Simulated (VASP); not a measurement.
Calculation: PBEsol GGA, VASP's PBE PAW potentials (set 64) (plane waves; VASP).

A VASP calculation is set up with these files.

### POSCAR
```
NiPbF6
9.4223840
  0.2685341629   0.1550382578   0.5000000000
 -0.2685341629   0.1550382578   0.5000000000
  0.0000000000  -0.3100765157   0.5000000000
Ni Pb F
1 1 6
Cartesian
  0.0000000000   0.0000000000   0.0000000000
  0.0000000000   0.0000000000   0.7500000000
  0.0816773510  -0.1612118813   0.6217550000
 -0.0816773510   0.1612118813   0.8782450000
  0.0987749211   0.1513405954   0.6217550000
 -0.0987749211  -0.1513405954   0.8782450000
 -0.1804522721   0.0098712859   0.6217550000
  0.1804522721  -0.0098712859   0.8782450000
```

**INCAR**
```
PREC=Accurate
LCHARG=.FALSE.
LORBIT=11   # lm-projected
NELM=100
SIGMA=0.02   # width (eV)
ISPIN=2
LWAVE=.FALSE.
EDIFF=1E-6   # SCF stop (eV)
ISIF=2   # forces and stress, cell fixed
LREAL=.FALSE.
ENCUT=400
SYSTEM=NiPbF6
LMAXMIX=4
LASPH=.TRUE.
ALGO=Normal   # blocked Davidson
GGA=PS   # PBEsol
ISMEAR=-1   # Fermi-Dirac
```

File KPOINTS:
```
Automatic mesh
0
Gamma
3 3 3
0 0 0
```

POTCAR, in this order: Ni Pb_d F (PBE.64 set). Program: vasp_std. The INCAR's line for the spin-polarised start is left out here.

Task: What will the output report for the number of irreducible k-points (NKPTS), largest plane-wave count, number of space-group operations, FFT grid (NGX, NGY, NGZ)?

Result: 
```yaml
number of irreducible k-points (NKPTS): 6
largest_plane_wave_count: 1924
number_of_space_group_operations: 6
FFT grid (NGX, NGY, NGZ): 36 × 36 × 36
```

The structure comes from a computed database's NiPbF6 entry; how it stands against other phases isn't given here. The cell was not relaxed at this level, and its volume differs by -5.9 % from the start's. The k-mesh is coarse (spacing up to 0.50 per Å, 2π included), so the numbers may not be converged in it.
